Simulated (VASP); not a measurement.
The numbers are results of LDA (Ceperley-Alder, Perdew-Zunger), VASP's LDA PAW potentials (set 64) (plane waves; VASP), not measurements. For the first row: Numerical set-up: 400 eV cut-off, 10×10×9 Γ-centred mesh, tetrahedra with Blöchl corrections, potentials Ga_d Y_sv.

```json
[
 {"system": "YGa2 (space group P6/mmm)", "energy (eV/atom)": "-5.4652"},
 {"system": "Ga (alpha)", "energy (eV/atom)": "-3.6049"},
 {"system": "Y (hcp)", "energy (eV/atom)": "-6.9461"}
]
```

The references are the elements' solids at the same level; no temperature or zero-point terms are added.

### Question
What is the formation energy per atom of YGa₂?

### Answer
The references average (2×(-3.6049) + 1×(-6.9461))/3 = -4.7186 eV, so the formation energy is -5.4652 − (-4.7186) = -0.747 eV/atom.
